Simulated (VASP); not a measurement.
Here is the system:

```yaml
crystal:
  lattice:
    - [3.12704, 0.00000, 0.00000]
    - [0.00000, 3.12704, 0.00000]
    - [0.00000, 0.00000, 3.12704]
  atoms:
    - { symbol: Zn, position: [0.50000, 0.50000, 0.50000] }
    - { symbol: Au, position: [0.00000, 0.00000, 0.00000] }
```

All values below come from PBEsol GGA, VASP's PBE PAW potentials (set 64) (plane waves; VASP). Numerical set-up: 480 eV cut-off, 12×12×12 Γ-centred mesh, first-order Methfessel-Paxton smearing of 0.10 eV, potentials Zn Au.

Each relaxation starts from this cell; other phases were not tried.

Problem. The cell is relaxed at 2 GPa. What happens?

Solution. The volume per atom goes from 15.29 to 15.12 Å³ (-1.1 %), and the cell becomes a = b = c = 3.116 Å, α = β = γ = 90.00°, space group Pm-3m.

Problem. The cell is relaxed at 15 GPa. What happens?

Solution. The volume per atom goes from 15.29 to 14.10 Å³ (-7.8 %), and the cell becomes a = b = c = 3.0437 Å, α = β = γ = 90.00°, space group Pm-3m.

Failed runs are left out, and for metals the shear rows, which the mesh's noise covers.

The compound is AuZn in the CsCl type structure. The electron count is odd and the run is not spin-polarised, which forces a metal.
